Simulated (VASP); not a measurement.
**Pt: relaxation of cell and atoms with PBE**

Pt:

```
CELL_PARAMETERS angstrom
0.00000 1.96000 1.96000
1.96000 0.00000 1.96000
1.96000 1.96000 0.00000
ATOMIC_POSITIONS crystal
Pt 0.00000 0.00000 0.00000
```

The cell was built by a generator and needn't be a form met in nature.

```yaml
Program: VASP 6.6.1
Task: relaxation of cell and atoms
Functional: PBE
Potentials_or_basis: VASP PAW PBE potentials, release 64 (Pt)
Cutoff: 600 eV
k_mesh: 18 × 18 × 18
Occupations: methfessel-paxton, width 0.1 eV
Spin: no spin polarisation
Further_INCAR_settings: ALGO = Normal; EDIFF = 1e-06; IBRION = 2; EDIFFG = -0.005; NSW = 60; ISIF = 3
```

```json
{"Relaxed volume": "15.61 Å³/atom", "Relaxed cell": "a = 2.805 Å, b = 2.805 Å, c = 2.805 Å, α = 60.00°, β = 60.00°, γ = 60.00°", "Space group after relaxing (to 0.05 Å)": "Fm-3m (No. 225)", "Energy gained by relaxing": "16.4 meV/atom", "Ionic steps": "4", "Pressure after relaxing": "0.0 GPa", "Band gap on the k mesh": "none (metal or under the smearing width)"}
```

Step by step:
```tsv
step	energy change (eV)	largest force (eV/Å)	pressure (GPa)	volume (Å³)
1	0.0000	0.0000	9.95	15.06
2	0.0845	0.0000	-18.40	17.19
3	-0.0164	0.0000	-0.32	15.63
4	-0.0164	0.0000	-0.03	15.61
```

Final structure:
```
CELL_PARAMETERS angstrom
0.00000 1.98377 1.98377
1.98377 0.00000 1.98377
1.98377 1.98377 0.00000
ATOMIC_POSITIONS crystal
Pt 0.00000 0.00000 0.00000
```

Levels at points of the mesh, in eV from the Fermi level:
| k point | band 2 | band 3 | band 4 | band 5 | band 6 | band 7 | band 8 | band 9 |
| --- | --- | --- | --- | --- | --- | --- | --- | --- |
| (0.00, 0.00, 0.00) | -3.58 | -3.58 | -3.58 | -1.55 | -1.55 | 14.73 | 19.50 | 19.50 |
| (0.50, 0.00, 0.00) | -3.64 | -3.64 | -0.33 | 0.03 | 0.03 | 5.58 | 14.29 | 18.74 |
| (0.50, 0.50, 0.00) | -6.27 | -0.01 | 0.45 | 0.45 | 1.85 | 8.51 | 11.28 | 11.28 |

It took 30 s on 1 thread of Intel(R) Xeon(R) Platinum 8375C CPU @ 2.90GHz (Ice Lake), on a shared host, peak memory 0.18 GiB.

The run has no spin-orbit coupling, so splittings on Pt are missing.
